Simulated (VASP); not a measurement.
Input:

```yaml
crystal:
  lattice:
    - [5.64785, -1.70543, 0.01396]
    - [5.64785, 1.70543, 0.01396]
    - [-1.47171, 0.00000, 4.87627]
  atoms:
    - { symbol: Mg, position: [0.62709, 0.62709, 0.77414] }
    - { symbol: Mg, position: [0.37291, 0.37291, 0.22586] }
    - { symbol: Sn, position: [0.88673, 0.88673, 0.73722] }
    - { symbol: Sn, position: [0.11327, 0.11327, 0.26278] }
```

Computed with PBEsol GGA, VASP's PBE PAW potentials (set 64) (plane waves; VASP 6.6.1). Run with 400 eV cut-off, Gaussian smearing of 0.050 eV, potentials Mg Sn_d.

Problem. Give the energies of bands 11 to 19 at the high-symmetry points, in eV from the Fermi level.

Solution. 
```csv
band,Γ,C,Y2,M2,D,A,V2
11,-10.18,-7.43,-9.32,-9.17,-6.88,-8.91,-7.49
12,-6.48,-6.10,-8.56,-7.38,-5.73,-8.63,-5.82
13,-3.97,-4.79,-3.19,-5.92,-3.98,-4.00,-4.25
14,-2.97,-1.73,-3.15,-4.98,-3.25,-3.76,-3.06
15,-1.73,-0.92,-0.57,0.58,-3.06,-1.29,-0.73
16,-1.00,-0.72,-0.33,2.25,-1.98,-0.75,-0.38
17,0.08,-0.40,2.54,3.84,-0.38,3.46,-0.05
18,3.42,1.67,2.92,4.01,0.27,4.58,1.33
19,4.09,1.99,3.17,4.30,2.61,4.99,1.75
```

It has no gap at this level: it comes out as a metal or semimetal.

The structure comes from a computed database's MgSn entry (C2/m); how it stands against other phases isn't given here. It was relaxed first.
